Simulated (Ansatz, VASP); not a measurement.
## TiAl3: VASP beside Ansatz

Wanted: the spread between two codes on one cell, functional and k mesh. The cell is taken from a series of runs on this material, whose earlier steps may have relaxed, scaled, displaced or heated it; both programs get it as it stands.

Main program and level: Ansatz 0.2.0; plane waves, with VASP 6.6.1 beside it; zone-centre phonons at LDA.

## 1. Starting point

It takes space group I4/mmm (No. 139, tetragonal). The conventional cell has a = 3.850 Å, b = 3.850 Å, c = 8.663 Å, α = 90.00°, β = 90.00°, γ = 90.00°. Nearest to Al lie 4 Ti at 2.72 Å and 8 Al at 2.90 Å. Nearest to Al lie 8 Al at 2.72 to 2.90 Å and 4 Ti at 2.90 Å. Nearest to Ti lie 12 Al at 2.72 to 2.90 Å. Farther neighbours are not listed.

Coordinates:

```
Al Ti
1.0
    -1.92483    1.92483    4.33161
     1.92483   -1.92483    4.33161
     1.92483    1.92483   -4.33161
Al Ti
3 1
Direct
  0.50000 0.50000 0.00000
  0.75000 0.25000 0.50000
  0.25000 0.75000 0.50000
  0.00000 0.00000 0.00000
```

## 2. VASP: zone-centre phonons, LDA

Second derivatives magnify differences that forces hide, and they need a tight electronic threshold.

Lines of VASP's logs that name or quote its potential files are left out, and so is its time.

INCAR reads:

```
SYSTEM = TiAl3
PREC = Accurate
ENCUT = 500
EDIFF = 1E-08
NELM = 120
ISMEAR = 1
SIGMA = 0.2
LREAL = .FALSE.
ALGO = Normal
GGA = CA
NBANDS = 16
LASPH = .TRUE.
LORBIT = 11
LWAVE = .FALSE.
LCHARG = .FALSE.
ISIF = 2
IBRION = 8
GGA_COMPAT = .FALSE.
KPAR = 2
```

POSCAR reads:

```
TiAl3
1.0
   -1.9248276953      1.9248276953      4.3316130106
    1.9248276953     -1.9248276953      4.3316130106
    1.9248276953      1.9248276953     -4.3316130106
Al Ti
3 1
Direct
    0.5000000000      0.5000000000      0.0000000000
    0.7500000000      0.2500000000      0.5000000000
    0.2500000000      0.7500000000      0.5000000000
    0.0000000000      0.0000000000      0.0000000000
```

KPOINTS reads:

```
Automatic mesh
0
Gamma
16 16 16
0 0 0
```

PAW data sets: Al and Ti_sv (LDA family, release 64).

On the command line:

```bash
> mpirun -np 2 vasp_std
```

Numbers of over 12 decimals in the logs are rounded to 6 here.

What it wrote:

```text
[banner, memory and clock lines left out]
running    2 mpi-ranks, on    1 nodes
 distrk:  each k-point on    1 cores,    2 groups
 distr:  one band on    1 cores,    1 groups

 POSCAR found type information on POSCAR AlTi
 POSCAR found :  2 types and       4 ions
 LDA part: xc-table for (Slater(with rela. corr.)+CA(PZ))
 , standard interpolation
 POSCAR, INCAR and KPOINTS ok, starting setup
 FFT: planning ... GRIDC
 FFT: planning ... GRID_SOFT
 FFT: planning ... GRID
 WAVECAR not read
 entering main loop
       N       E                     dE             d eps       ncg     rms          rms(c)
DAV:   1     0.111812586415E+03    0.11181E+03   -0.91679E+03 11168   0.117E+03
DAV:   2    -0.166937484913E+02   -0.12851E+03   -0.12643E+03 11600   0.302E+02
DAV:   3    -0.245873628927E+02   -0.78936E+01   -0.77505E+01 19232   0.671E+01
DAV:   4    -0.247468452188E+02   -0.15948E+00   -0.15936E+00 12752   0.956E+00
DAV:   5    -0.247531636536E+02   -0.63184E-02   -0.63182E-02 18632   0.178E+00    0.106E+01
DAV:   6    -0.236297365709E+02    0.11234E+01   -0.29551E+01 16976   0.387E+01    0.716E+00
DAV:   7    -0.228185393569E+02    0.81120E+00   -0.10220E+01 14912   0.229E+01    0.295E+00
DAV:   8    -0.227784403743E+02    0.40099E-01   -0.15175E+00 14400   0.927E+00    0.175E+00
DAV:   9    -0.227265836147E+02    0.51857E-01   -0.44149E-01 15304   0.505E+00    0.222E-01
DAV:  10    -0.227282411960E+02   -0.16576E-02   -0.99374E-03 14024   0.730E-01    0.279E-01
DAV:  11    -0.227266328585E+02    0.16083E-02   -0.88886E-03 16496   0.601E-01    0.389E-02
DAV:  12    -0.227266352984E+02   -0.24399E-05   -0.17645E-04 14136   0.992E-02    0.288E-02
DAV:  13    -0.227266354812E+02   -0.18281E-06   -0.29657E-06 14768   0.131E-02    0.270E-02
DAV:  14    -0.227266371365E+02   -0.16553E-05   -0.61468E-06 14880   0.196E-02    0.142E-02
DAV:  15    -0.227266344560E+02    0.26805E-05   -0.13730E-05 15688   0.268E-02    0.485E-03
DAV:  16    -0.227266344305E+02    0.25528E-07   -0.21656E-07 13360   0.328E-03    0.372E-03
DAV:  17    -0.227266344001E+02    0.30362E-07   -0.38588E-08 15648   0.155E-03    0.183E-03
DAV:  18    -0.227266343895E+02    0.10640E-07   -0.18570E-08 11416   0.113E-03    0.639E-04
DAV:  19    -0.227266343884E+02    0.10421E-08   -0.55703E-09  6976   0.564E-04
   1 F= -.22726634E+02 E0= -.22727080E+02  d E =0.133651E-02
 Linear response reoptimize wavefunctions to high precision
DAV:   1    -0.227266343884E+02   -0.70486E-11   -0.19614E-09 11952   0.294E-04
DAV:   2    -0.227266343885E+02   -0.28649E-10   -0.25261E-10  6544   0.121E-04
 Linear response DOF=           6
 Linear response progress:
  Degree of freedom:   1/  6
       N       E                     dE             d eps       ncg     rms          rms(c)
RMM:   1    -0.886150271849E-02   -0.88615E-02    0.14688E-03 37314   0.123E+00
RMM:   2    -0.727350802682E-02    0.15880E-02   -0.17376E-03 39759   0.239E-01    0.445E-02
RMM:   3    -0.731298286145E-02   -0.39475E-04   -0.34763E-04 43482   0.106E-01    0.241E-02
RMM:   4    -0.741855818475E-02   -0.10558E-03   -0.10843E-04 43840   0.534E-02    0.723E-03
RMM:   5    -0.742758541000E-02   -0.90272E-05   -0.13063E-05 47659   0.196E-02    0.316E-03
RMM:   6    -0.743556603906E-02   -0.79806E-05   -0.21478E-06 50300   0.778E-03    0.769E-04
RMM:   7    -0.743603097629E-02   -0.46494E-06   -0.33144E-07 48084   0.304E-03    0.428E-04
RMM:   8    -0.743597983041E-02    0.51146E-07   -0.10416E-07 47190   0.161E-03    0.158E-04
RMM:   9    -0.743607548024E-02   -0.95650E-07   -0.49017E-08 51813   0.606E-04    0.832E-05
RMM:  10    -0.743608412991E-02   -0.86497E-08   -0.58536E-09 50039   0.297E-04    0.187E-05
 first order change of Fermi-energy   0.19435E-03
 force on displaced ion       1 direction 1 :  -7.421   0.000  -0.000
 Linear response progress:
  Degree of freedom:   2/  6
       N       E                     dE             d eps       ncg     rms          rms(c)
RMM:   1    -0.105734957346E-01   -0.10573E-01    0.66806E-03 26473   0.677E-01
RMM:   2    -0.811470133824E-02    0.24588E-02   -0.14619E-03 23857   0.189E-01    0.436E-02
RMM:   3    -0.807248513802E-02    0.42216E-04   -0.47440E-04 24240   0.921E-02    0.206E-02
RMM:   4    -0.810997602406E-02   -0.37491E-04   -0.13508E-04 24640   0.456E-02    0.724E-03
RMM:   5    -0.810336345852E-02    0.66126E-05   -0.15471E-05 25568   0.174E-02    0.221E-03
RMM:   6    -0.810620245076E-02   -0.28390E-05   -0.34528E-06 26911   0.683E-03    0.573E-04
RMM:   7    -0.810503620138E-02    0.11662E-05   -0.72901E-07 26703   0.301E-03    0.273E-04
RMM:   8    -0.810441878107E-02    0.61742E-06   -0.27780E-07 27902   0.143E-03    0.111E-04
RMM:   9    -0.810454967782E-02   -0.13090E-06   -0.16771E-09 28282   0.594E-04    0.276E-05
RMM:  10    -0.810457108342E-02   -0.21406E-07    0.17584E-08 29408   0.266E-04    0.235E-05
RMM:  11    -0.810459403653E-02   -0.22953E-07    0.33049E-08 28209   0.133E-04    0.711E-06
RMM:  12    -0.810457615522E-02    0.17881E-07    0.11993E-08 28717   0.687E-05    0.615E-06
RMM:  13    -0.810457702477E-02   -0.86955E-09    0.12776E-08 28622   0.336E-05    0.282E-06
 first order change of Fermi-energy   0.21858E-03
 force on displaced ion       1 direction 3 :  -0.000  -0.000  -3.463
 Linear response progress:
  Degree of freedom:   3/  6
[...]
RMM:   8    -0.729421452282E-02   -0.77015E-06   -0.14300E-07 90980   0.994E-04    0.724E-05
RMM:   9    -0.729405765033E-02    0.15687E-06    0.59981E-08 90279   0.457E-04    0.279E-05
RMM:  10    -0.729408740047E-02   -0.29750E-07    0.24174E-08 90635   0.219E-04    0.151E-05
RMM:  11    -0.729417782353E-02   -0.90423E-07    0.72281E-08 89956   0.116E-04    0.939E-06
RMM:  12    -0.729413563360E-02    0.42190E-07    0.23796E-08 85905   0.648E-05    0.214E-06
RMM:  13    -0.729413191784E-02    0.37158E-08    0.26929E-08 93258   0.338E-05    0.161E-06
 first order change of Fermi-energy   0.14597E-05
 force on displaced ion       2 direction 1 :  -6.216  -0.000   0.000
 Linear response progress:
  Degree of freedom:   4/  6
       N       E                     dE             d eps       ncg     rms          rms(c)
RMM:   1    -0.108920166682E-01   -0.10892E-01    0.52594E-03 43120   0.111E+00
RMM:   2    -0.850256261136E-02    0.23895E-02   -0.15283E-03 42254   0.243E-01    0.545E-02
RMM:   3    -0.845829533208E-02    0.44267E-04   -0.52639E-04 43530   0.125E-01    0.265E-02
RMM:   4    -0.853146824580E-02   -0.73173E-04   -0.16237E-04 44662   0.636E-02    0.896E-03
RMM:   5    -0.853465980469E-02   -0.31916E-05   -0.20853E-05 48175   0.258E-02    0.338E-03
RMM:   6    -0.854153882259E-02   -0.68790E-05   -0.35331E-06 50970   0.101E-02    0.124E-03
RMM:   7    -0.854130440213E-02    0.23442E-06   -0.60181E-07 49117   0.401E-03    0.647E-04
RMM:   8    -0.854092518854E-02    0.37921E-06   -0.18979E-07 48174   0.197E-03    0.233E-04
RMM:   9    -0.854111127117E-02   -0.18608E-06   -0.10148E-07 51804   0.765E-04    0.132E-04
RMM:  10    -0.854117074520E-02   -0.59474E-07   -0.28355E-08 50257   0.376E-04    0.345E-05
RMM:  11    -0.854116315384E-02    0.75914E-08   -0.15389E-08 51938   0.159E-04    0.892E-06
 first order change of Fermi-energy  -0.29909E-03
 force on displaced ion       2 direction 3 :  -0.000  -0.000  -5.359
 Linear response progress:
  Degree of freedom:   5/  6
       N       E                     dE             d eps       ncg     rms          rms(c)
RMM:   1    -0.780722998977E+00   -0.78072E+00    0.96096E+00 20057   0.137E+02
RMM:   2    -0.692630721808E+00    0.88092E-01   -0.53047E-01 34402   0.582E+00    0.161E-01
RMM:   3    -0.691200726008E+00    0.14300E-02   -0.26928E-02 39634   0.126E+00    0.740E-02
RMM:   4    -0.692075573734E+00   -0.87485E-03   -0.18401E-02 46587   0.550E-01    0.389E-02
RMM:   5    -0.693443504766E+00   -0.13679E-02   -0.79681E-04 45566   0.157E-01    0.151E-02
RMM:   6    -0.693862168478E+00   -0.41866E-03   -0.21854E-04 47570   0.679E-02    0.393E-03
RMM:   7    -0.693736312024E+00    0.12586E-03   -0.38557E-05 47928   0.251E-02    0.318E-03
RMM:   8    -0.693801796794E+00   -0.65485E-04   -0.15057E-05 48775   0.123E-02    0.138E-03
RMM:   9    -0.693841729679E+00   -0.39933E-04   -0.71962E-06 49682   0.606E-03    0.153E-04
RMM:  10    -0.693839057662E+00    0.26720E-05   -0.53194E-06 52712   0.317E-03    0.157E-04
RMM:  11    -0.693844360625E+00   -0.53030E-05   -0.37250E-06 48710   0.193E-03    0.226E-05
RMM:  12    -0.693845204265E+00   -0.84364E-06   -0.29616E-06 52409   0.138E-03    0.128E-05
RMM:  13    -0.693845614761E+00   -0.41050E-06   -0.23349E-06 50328   0.105E-03    0.115E-05
RMM:  14    -0.693845827904E+00   -0.21314E-06   -0.19151E-06 48630   0.866E-04    0.729E-06
RMM:  15    -0.693845468881E+00    0.35902E-06   -0.15540E-06 46897   0.732E-04    0.723E-06
RMM:  16    -0.693845548047E+00   -0.79167E-07   -0.12856E-06 51568   0.625E-04    0.896E-06
RMM:  17    -0.693845609181E+00   -0.61134E-07   -0.10615E-06 48678   0.545E-04    0.131E-05
RMM:  18    -0.693845627738E+00   -0.18557E-07   -0.87473E-07 49320   0.477E-04    0.162E-05
RMM:  19    -0.693845704743E+00   -0.77006E-07   -0.74137E-07 42261   0.422E-04    0.171E-05
RMM:  20    -0.693845757928E+00   -0.53185E-07   -0.61085E-07 41265   0.374E-04    0.174E-05
RMM:  21    -0.693845787493E+00   -0.29565E-07   -0.51401E-07 40813   0.332E-04    0.181E-05
 first order change of Fermi-energy  -0.26884E-03
 force on displaced ion       4 direction 1 :  -8.809  -0.000   0.000
 Linear response progress:
  Degree of freedom:   6/  6
       N       E                     dE             d eps       ncg     rms          rms(c)
RMM:   1    -0.730519331960E+00   -0.73052E+00    0.18674E+01 11351   0.141E+02
RMM:   2    -0.644323255628E+00    0.86196E-01   -0.58286E-01 18941   0.590E+00    0.167E-01
RMM:   3    -0.642916863628E+00    0.14064E-02   -0.27922E-02 22029   0.128E+00    0.722E-02
RMM:   4    -0.643596786290E+00   -0.67992E-03   -0.18741E-02 25547   0.548E-01    0.346E-02
RMM:   5    -0.644700038654E+00   -0.11033E-02   -0.68190E-04 25308   0.147E-01    0.148E-02
RMM:   6    -0.645135486245E+00   -0.43545E-03   -0.21333E-04 26036   0.651E-02    0.339E-03
RMM:   7    -0.645141404533E+00   -0.59183E-05   -0.37455E-05 26856   0.231E-02    0.236E-03
RMM:   8    -0.645184226507E+00   -0.42822E-04   -0.17321E-05 26034   0.121E-02    0.106E-03
RMM:   9    -0.645216457305E+00   -0.32231E-04   -0.95631E-06 27570   0.604E-03    0.353E-04
RMM:  10    -0.645203770252E+00    0.12687E-04   -0.72850E-06 27417   0.322E-03    0.755E-05
RMM:  11    -0.645204896689E+00   -0.11264E-05   -0.63554E-06 28120   0.201E-03    0.493E-05
RMM:  12    -0.645206122481E+00   -0.12258E-05   -0.52655E-06 26309   0.154E-03    0.147E-05
RMM:  13    -0.645206479520E+00   -0.35704E-06   -0.45467E-06 27699   0.123E-03    0.772E-06
RMM:  14    -0.645206530555E+00   -0.51035E-07   -0.40036E-06 28838   0.104E-03    0.995E-06
[...]
RMM:  18    -0.645206741626E+00   -0.35532E-07   -0.26490E-06 27289   0.672E-04    0.193E-05
RMM:  19    -0.645206802995E+00   -0.61370E-07   -0.24414E-06 22752   0.620E-04    0.263E-05
RMM:  20    -0.645206834965E+00   -0.31970E-07   -0.22425E-06 22756   0.569E-04    0.278E-05
RMM:  21    -0.645206853531E+00   -0.18565E-07   -0.21313E-06 20733   0.524E-04    0.313E-05
RMM:  22    -0.645206868537E+00   -0.15006E-07   -0.19202E-06 14494   0.486E-04    0.340E-05
RMM:  23    -0.645206883568E+00   -0.15031E-07   -0.18313E-06 12601   0.451E-04    0.363E-05
RMM:  24    -0.645206896360E+00   -0.12792E-07   -0.16945E-06 13491   0.421E-04    0.383E-05
RMM:  25    -0.645206910321E+00   -0.13961E-07   -0.15863E-06 19257   0.395E-04    0.395E-05
 first order change of Fermi-energy   0.38418E-03
 force on displaced ion       4 direction 3 :  -0.000  -0.000  -6.562
 Linear response finished
```

[end of part 1 of 2]

[Lines on the potential files, build, host, timing and source positions are cut from VASP's logs without a mark.]

[Logs are printed without paths, hosts, clocks, repeated set-up lines and the standing remarks that a program may print on its own settings, such as how far it seeks lower states.]

[Hosts, paths, dates, database ids (printed as entryN), source tags and the programs' standing remarks are cut or masked in the printed files.]
